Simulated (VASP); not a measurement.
Here is the system:

```xyz
3
Lattice="1.9674 -3.4077 0.0000 1.9674 3.4077 0.0000 0.0000 0.0000 6.4040" Properties=species:S:1:pos:R:3 pbc="T T T"
Sn     1.9674    -3.4077     0.0000
Se     1.9674     1.1359     1.6248
Se     1.9674    -1.1359     4.7792
```

Calculation: PBE GGA with D3 dispersion (zero damping), VASP's PBE PAW potentials (set 64) (plane waves; VASP). Run with 520 eV cut-off, 7×7×4 Γ-centred mesh, Gaussian smearing of 0.050 eV, potentials Sn_d Se.

Q: The ions and cell shape at fixed volume are relaxed. Give the cell that the relaxation ends in.

A: 
```xyz
3
Lattice="1.9406 -3.3612 0.0000 1.9406 3.3612 0.0000 0.0000 0.0000 6.5824" Properties=species:S:1:pos:R:3 pbc="T T T"
Sn     0.0000     0.0000     0.0000
Se     1.9406     1.1204     1.5948
Se     1.9406    -1.1204     4.9876
```
Space group P-3m1 (164), at a tolerance of 0.03 Å.

Q: How much energy does the relaxation gain?

A: The energy (σ→0) changes by -10.2 meV/atom, in 5 ionic steps.

The compound is SnSe2 in the 1T layered structure. This cell is one point of a volume scan, at 1.06 of the reference volume. Symmetry was kept, so distortions that lower it aren't found.
